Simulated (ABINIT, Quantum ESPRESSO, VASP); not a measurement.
## Na₂S (Fm-3m, 3 atoms in the cell) computed with different codes at matched settings

Self-consistent single point.

```
CELL_PARAMETERS angstrom
      0.00000     3.33213     3.33213
      3.33213     0.00000     3.33213
      3.33213     3.33213     0.00000
ATOMIC_POSITIONS crystal
  Na 0.25000 0.25000 0.25000
  Na 0.75000 0.75000 0.75000
  S  0.00000 0.00000 0.00000
```

Shared settings, as Quantum ESPRESSO writes them: occupations = smearing; smearing = fermi-dirac; degauss = 0.00147 Ry; K_POINTS = automatic 6 6 6 0 0 0. Potentials and cutoffs stand in the table.

```tsv
code	model	pressure (GPa)	gap on the mesh (eV)	cutoff
VASP	LDA (PZ), VASP's LDA PAW potentials (set 64)	-3.37	2.079	300 eV
Quantum ESPRESSO	LDA (PZ), GBRV 1.5 ultrasoft (LDA) pseudopotentials	-3.19	2.072	40 Ry
ABINIT	LDA (PW92), norm-conserving pseudopotentials (PseudoDojo nc-sr-04 LDA standard)	-3.26	2.072	44 Ha
```

Gaps are read on the mesh.

The spread over the programs that give each value: pressure within 0.18 GPa; gap on the mesh within 0.007 eV.

The same LDA comes in different parametrisations, which differ slightly.

VASP's run is marked for a possible Pulay error in its stress at this cutoff; no cutoff test was made.

The starting cell has typed, rounded lattice constants, without a prior relaxation at this level. Its lattice was rescaled by a random factor within 2.5 % of one.

Left out of this page: Ansatz, GPAW, CP2K, Elk and SIESTA (not drawn, or without a comparable value).
